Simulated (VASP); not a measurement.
Given:

```xyz
5
Lattice="5.5788 0.0000 0.0000 0.0000 5.5788 0.0000 0.0000 0.0000 5.5788" Properties=species:S:1:pos:R:3 pbc="T T T"
Cs     0.0000     0.0000     0.0000
Pb     2.7894     2.7894     2.7894
Br     2.7894     0.0000     2.7894
Br     0.0000     2.7894     2.7894
Br     2.7894     2.7894     0.0000
```

Computed with PBEsol GGA, VASP's PBE PAW potentials (set 64) (plane waves; VASP). Run with 500 eV cut-off, 4×4×4 Γ-centred mesh, Gaussian smearing of 0.050 eV, potentials Cs_sv Pb_d Br.

Energy and stress use the plane-wave basis of the starting cell.

Task: The ions, cell shape and volume at an external pressure of 10.0 GPa are relaxed. Which structure does the run end with?

Result: 
```xyz
5
Lattice="5.4040 0.0000 0.0000 0.0000 5.4040 0.0000 0.0000 0.0000 5.4040" Properties=species:S:1:pos:R:3 pbc="T T T"
Cs     0.0000     0.0000     0.0000
Pb     2.7020     2.7020     2.7020
Br     2.7020     0.0000     2.7020
Br     0.0000     2.7020     2.7020
Br     2.7020     2.7020     0.0000
```
Space group Pm-3m (221), at a tolerance of 0.03 Å.

Task: How do energy and volume change from the first to the last step?

Result: The energy (σ→0) changes by +144.9 meV/atom and the volume by -9.1 %, in 3 ionic steps.

| step | E(σ→0) (eV) | max force (eV/Å) | pressure (GPa) | volume (Å³) |
|---|---|---|---|---|
| 1 | -16.3692 | 0.000 | 5.01 | 173.63 |
| 2 | -14.8944 | 0.000 | 14.50 | 147.85 |
| 3 | -15.6447 | 0.000 | 9.95 | 157.82 |

The compound is CsPbBr3 in the cubic perovskite structure, the ideal cubic form; the compound distorts at low or room temperature. This run relaxes it under an external pressure of 10 GPa. Symmetry was kept, so distortions that lower it aren't found.
